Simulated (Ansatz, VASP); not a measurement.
# BaAu3: VASP beside Ansatz

```xyz
4
Lattice="4.6567 0.0000 0.0000 0.0000 4.6567 0.0000 0.0000 0.0000 4.6567" Properties=species:S:1:pos:R:3 pbc="T T T"
Ba    0.0000    0.0000    0.0000
Au    0.0000    2.3283    2.3283
Au    2.3283    2.3283    0.0000
Au    2.3283    0.0000    2.3283
```

Alike in both runs: task single point; functional LDA; k mesh 8 × 8 × 8; occupations gaussian, width 0.05 eV; no spin polarisation.

```csv
,VASP,Ansatz
version,VASP 6.6.1,Ansatz 0.2.0
potentials or method,"VASP PAW LDA potentials, release 64 (Ba_sv, Au)","scalar-relativistic, plane waves, PAW"
plane-wave cutoff (eV),520,420
valence electrons in the cell,43,67
```

```tsv
	VASP	Ansatz	Ansatz less VASP
gap on the k mesh at the Fermi level (eV)	none	none	-
pressure (GPa)	-5.9	-6.7	-0.81
```

A gap of «none» marks a metal or a gap that the smearing closes. The two sets of potentials don't hold the same shells in valence.

Spin-orbit coupling is left out, which matters for the levels of Au, Ba.
